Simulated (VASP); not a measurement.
VASP ran on this input.

POSCAR:
```
Co
2.510
  0.5000000000  -0.8660254980   0.0000000000
  0.5000000000   0.8660254980   0.0000000000
  0.0000000000   0.0000000000   1.6215139442
Co
2
Cartesian
  0.5000000000   0.2886757434   0.4053784861
  0.5000000000  -0.2886757434   1.2161354582
```

INCAR:
```
ALGO = Normal
EDIFF = 1E-6
ENCUT = 400
GGA = PE
ISIF = 2
ISMEAR = 1
ISPIN = 2
LASPH = .TRUE.
LCHARG = .FALSE.
LMAXMIX = 4
LORBIT = 10
LREAL = Auto
LWAVE = .FALSE.
MAGMOM = 1.8 1.8
NELM = 100
PREC = Accurate
SIGMA = 0.1
SYSTEM = Co
```

**KPOINTS**
```
K-points
0
gamma
15 15 8
```

POTCAR, in this order: Co (PBE.64 set). Program: vasp_std.

Translate this PBE calculation to Quantum ESPRESSO's pw.x.

One equivalent input (not run):
```
&CONTROL
  calculation = 'scf'
  pseudo_dir = './pseudo'
  outdir = './out'
  tprnfor = .true.
  tstress = .true.
/
&SYSTEM
  ibrav = 0
  nat = 2
  ntyp = 1
  ecutwfc = 96
  occupations = 'smearing'
  smearing = 'methfessel-paxton'
  degauss = 0.00735
  input_dft = 'pbe'
  nspin = 2
  starting_magnetization(1) = 0.18
/
&ELECTRONS
  conv_thr = 7.3e-08
  electron_maxstep = 100
/
ATOMIC_SPECIES
  Co 58.933 Co.upf
CELL_PARAMETERS angstrom
     1.2550000   -2.1737240    0.0000000
     1.2550000    2.1737240    0.0000000
     0.0000000    0.0000000    4.0700000
ATOMIC_POSITIONS crystal
  Co   0.3333330  0.6666670  0.2500000
  Co   0.6666670  0.3333330  0.7500000
K_POINTS automatic
  15 15 8 0 0 0
```
The two are equivalent in intent, not identical: the potentials are each code's own (VASP's PAW set, PseudoDojo norm-conserving files in pw.x), so ENCUT and ecutwfc are chosen apart and not converted; conv_thr bounds pw.x's estimated SCF error, while EDIFF bounds the energy change between steps; starting_magnetization is a fraction of the valence charge and MAGMOM a moment in μB, so they match only roughly.

The compound is Co in the hcp structure. The cell was not relaxed at this level. The run is one of a series of settings (LREAL = Auto against the base run), some of them coarse on purpose.
